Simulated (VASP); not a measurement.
Output of a VASP run:

**OSZICAR**
```
       N       E                     dE             d eps       ncg     rms          rms(c)
DAV:   1    -0.532010503241E+03   -0.53201E+03   -0.27005E-05   784   0.151E-02    0.570E-03
RMM:   2    -0.532010501609E+03    0.16311E-05   -0.74019E-06   649   0.621E-03    0.311E-03
RMM:   3    -0.532010501901E+03   -0.29127E-06   -0.17118E-06   488   0.314E-03    0.154E-03
RMM:   4    -0.532010501877E+03    0.23318E-07   -0.30260E-07   428   0.129E-03
   1 F= -.53201050E+03 E0= -.53201045E+03  d E =-.982163E-04  mag=     3.0000
```

### OUTCAR
```
------------------------ aborting loop because EDIFF is reached ----------------------------------------
  FORCE on cell =-STRESS in cart. coord.  units (eV):
  Direction    XX          YY          ZZ          XY          YZ          ZX
  --------------------------------------------------------------------------------------
  Total       36.7715957     40.0511240     40.0299757     13.3487518    -14.0702844     13.3589041
  in kB      161.4108811    175.8065456    175.7137143     58.5950583    -61.7622640     58.6396224
  external PRESSURE =     170.9770470 kB  Pullay stress =       0.0000000 kB
  volume of cell :      365.00
      direct lattice vectors                 reciprocal lattice vectors
     7.146555159  0.000000000  0.000000000     0.139927556  0.000000000  0.000000000
     0.000000000  7.146555159  0.000000000     0.000000000  0.139927556  0.000000000
     0.000000000  0.000000000  7.146555159     0.000000000  0.000000000  0.139927556
 POSITION                                       TOTAL-FORCE (eV/Angst)
 -----------------------------------------------------------------------------------
      3.56112      7.14294      0.00158        -0.000830     -0.002211     -0.008855
      4.44044      0.92113      0.92623        -0.012356     -0.011302     -0.007319
      5.33723      1.79557      0.02854        -0.001524      0.007676      0.009764
      6.22634      2.71921      0.92633         0.005005     -0.003396     -0.017664
      5.33745      0.02332      1.80065        -0.003823      0.008747      0.011998
      6.22647      0.92079      2.72442         0.001088     -0.005185      0.000706
      7.12984      0.00678      0.01217         0.004459     -0.000033     -0.007847
      0.87440      0.90122      0.90645         0.001110      0.000513     -0.002690
      1.75747      1.78608      7.14623        -0.003670      0.003139      0.006685
      2.63662      2.66962      0.87939        -0.004506     -0.009221      0.011134
      3.56835      3.57756      0.00368        -0.002608      0.006549     -0.010115
      4.46855      4.50215      0.88251        -0.001264     -0.007991      0.008124
      5.36457      5.38699      7.14566         0.002450     -0.007899      0.003323
      6.23478      6.28451      0.89966        -0.001332     -0.001328     -0.004735
      1.75766      7.14148      1.79149        -0.008744     -0.006430     -0.005577
      2.63678      0.87472      2.67476        -0.009046     -0.002776     -0.004126
      3.45668      1.74801      1.75322         0.018676      0.004578     -0.008715
      5.40034      3.68242      1.75126        -0.006775      0.000465      0.011300
      6.27177      4.50061      2.67601         0.004271      0.000883      0.002194
      3.56857      7.14517      3.58251        -0.005287     -0.006634      0.015630
      4.46830      0.87760      4.50729         0.012724      0.005276     -0.016077
      5.40044      1.74630      3.68768        -0.012685      0.005016     -0.007939
      6.27181      2.67068      4.50552         0.007106      0.006872      0.012833
      5.36457      7.14072      5.39180        -0.002208     -0.002597      0.006241
      6.23449      0.89460      6.28967         0.010709     -0.007337     -0.000831
      7.14304      3.57682      0.00904        -0.000367     -0.003431      0.007901
      0.86958      4.46699      0.89208        -0.004494     -0.004278      0.003552
      1.79682      5.36870      7.12558         0.004043      0.005958      0.013113
      2.66495      6.26545      0.87470        -0.008024      0.009480      0.007988
      7.12110      1.80703      1.81238         0.011197      0.005053      0.000831
      0.87902      2.68674      2.69173         0.013830     -0.016024     -0.008564
      1.75224      3.58841      1.76433         0.011433      0.013109      0.005169
      2.62573      4.51503      2.58247        -0.007339      0.001081     -0.004376
      3.55763      5.38287      1.76276         0.004108     -0.021452     -0.006818
      4.45778      6.26337      2.68820         0.016552     -0.002876     -0.013770
      7.14321      0.00382      3.58243        -0.004214      0.002333     -0.014406
      0.86953      0.88708      4.47231         0.001310     -0.003106     -0.008130
      1.75208      1.75927      3.59388         0.015871      0.009273      0.002003
      2.62541      2.57757      4.52016         0.003766     -0.004477      0.004994
      4.56988      4.51175      4.51695         0.010604     -0.003971      0.002683
      5.38854      5.38595      3.59690        -0.018870     -0.010848     -0.008830
      6.26815      6.26622      4.48290         0.001119      0.015419     -0.003343
      1.79703      7.12041      5.37371        -0.002211      0.011155      0.012392
      2.66477      0.86961      6.27062         0.001586      0.005752      0.001086
      3.55779      1.75766      5.38782        -0.008186     -0.003075     -0.011096
      4.45766      2.68286      6.26854         0.015206     -0.003765     -0.006536
      5.38836      3.59135      5.39116        -0.014688     -0.001162     -0.007903
      6.26797      4.47743      6.27158         0.002360      0.002897      0.004871
      0.00920      5.37518      1.79587         0.001347      0.002796     -0.003235
      0.88469      6.26032      2.68807         0.011041     -0.001153     -0.002321
      7.14584      3.57418      3.57940         0.019330      0.005610      0.000803
      0.90581      4.45430      4.45933        -0.002119      0.007168      0.009128
      1.80011      5.33967      3.54568        -0.002643      0.007855      0.020574
      2.69103      6.23785      4.46901        -0.026212     -0.001599     -0.011187
      0.00939      1.79067      5.38013        -0.004780      0.002341      0.012297
      0.88476      2.68306      6.26541         0.002310     -0.011037     -0.005416
...
```
(Selected blocks of OUTCAR.)

**POSCAR**
```
AlC62
1
    7.1465551589     0.0000000000     0.0000000000
    0.0000000000     7.1465551589     0.0000000000
    0.0000000000     0.0000000000     7.1465551589
C Al
62 1
Direct
  0.4982986024   0.9994935649   0.0002209007
  0.6213401478   0.1288909842   0.1296056911
  0.7468252338   0.2512498371   0.0039931697
  0.8712372099   0.3804926746   0.1296184730
  0.7468563361   0.0032628761   0.2519608786
  0.8712544324   0.1288433867   0.3812211196
  0.9976616904   0.0009487821   0.0017030935
  0.1223524156   0.1261058600   0.1268379969
  0.2459178571   0.2499213931   0.9999549295
  0.3689353734   0.3735540351   0.1230510534
  0.4993104582   0.5005995887   0.0005149465
  0.6252735993   0.6299750835   0.1234870547
  0.7506511069   0.7537886222   0.9998741904
  0.8724175134   0.8793768035   0.1258872773
  0.2459452406   0.9992892670   0.2506792294
  0.3689582983   0.1223967521   0.3742732503
  0.4836845474   0.2445953106   0.2453239361
  0.7556557678   0.5152719374   0.2450500140
  0.8775935026   0.6297592681   0.3744478820
  0.4993408972   0.9998064986   0.5012914497
  0.6252387454   0.1228004643   0.6306939445
  0.7556700223   0.2443552155   0.5160074817
  0.8775986784   0.3737023910   0.6304460540
  0.7506506027   0.9991828627   0.7544607889
  0.8723763027   0.1251791956   0.8800987341
  0.9995079620   0.5004963210   0.0012649950
  0.1216787341   0.6250548995   0.1248264990
  0.2514247363   0.7512288399   0.9970652788
  0.3728998409   0.8767091608   0.1223951734
  0.9964374744   0.2528528693   0.2536023222
  0.1229985060   0.3759494443   0.3766469798
  0.2451865984   0.5021168472   0.2468779108
  0.3674121098   0.6317768624   0.3613590005
  0.4978110382   0.7532119338   0.2466586943
  0.6237656169   0.8764179336   0.3761537615
  0.9995318310   0.0005340448   0.5012803312
  0.1216709166   0.1241271596   0.6257987804
  0.2451636541   0.2461703891   0.5028824894
  0.3673668697   0.3606729097   0.6324952108
  0.6394525387   0.6313182123   0.6320462758
  0.7540056337   0.7536434932   0.5033051465
  0.8770869609   0.8768165370   0.6272810149
  0.2514540901   0.9963414338   0.7519295433
  0.3728742526   0.1216823879   0.8774331420
  0.4978335044   0.2459450829   0.7539042407
  0.6237488243   0.3754056701   0.8771419574
  0.7539799157   0.5025293128   0.7543723359
  0.8770619441   0.6265158255   0.8775675399
  0.0012873465   0.7521355404   0.2512915757
  0.1237924357   0.8759910987   0.3761354967
  0.9998996525   0.5001264016   0.5008563054
  0.1267483698   0.6232798477   0.6239829311
  0.2518846364   0.7471663833   0.4961384741
  0.3765493105   0.8728471471   0.6253379016
  0.0013136802   0.2505641397   0.7528278762
  0.1238023827   0.3754341101   0.8767039053
  0.2518540086   0.4954587155   0.7478901421
  0.3764897316   0.6246128322   0.8735768878
  0.5023052549   0.7471638896   0.7478793121
  0.6245041704   0.8762120450   0.8769120112
  0.0009389776   0.7497755442   0.7505089692
  0.1258929618   0.8750177351   0.8757479178
  0.5611909455   0.4381953450   0.4388771307
```

Task: Reconstruct the remaining input files.

Result: This is not unique; one that fits is the input of the run itself, PBE GGA, plane waves, VASP's PBE PAW potentials (set 64).

INCAR:
```
! general
SYSTEM     = AlC62
PREC       = Normal
ENCUT      = 400   ! plane-wave cut-off (eV)
LREAL      = Auto   ! projection in real space or not
LASPH      = T
ISYM       = 0
NELECT     = 253.0

! electronic loop
EDIFF      = 1E-6   ! SCF stop (eV)
NELM       = 100   ! most electronic steps
NELMIN     = 4
ALGO       = Fast

! smearing
ISMEAR     = 0   ! Gaussian
SIGMA      = 0.05

! functional
GGA        = PE

! spin
ISPIN      = 2   ! spin-polarised
MAGMOM     = 63*0.0476
NUPDOWN    = 3

! output
LWAVE      = F
LCHARG     = F
LORBIT     = 11   ! lm-projected

! other
LHYPERFINE = T
```

KPOINTS:
```
Automatic mesh
0
Gamma
1 1 1
0 0 0
```

POTCAR, in this order: C Al (PBE.64 set). Program: vasp_gam. Read from the step before: WAVECAR.

At this cut-off the stress carries a Pulay error, which pulls relaxed volumes low. The cell is charged, with a uniform compensating background.  The supercell is sampled at Γ alone, which is coarse: total energies, pressure and levels can be off, energies of defects by several tenths of an eV.

The cell is a supercell with a defect, built from C (diamond): Al_C-vac_C, charge -2.
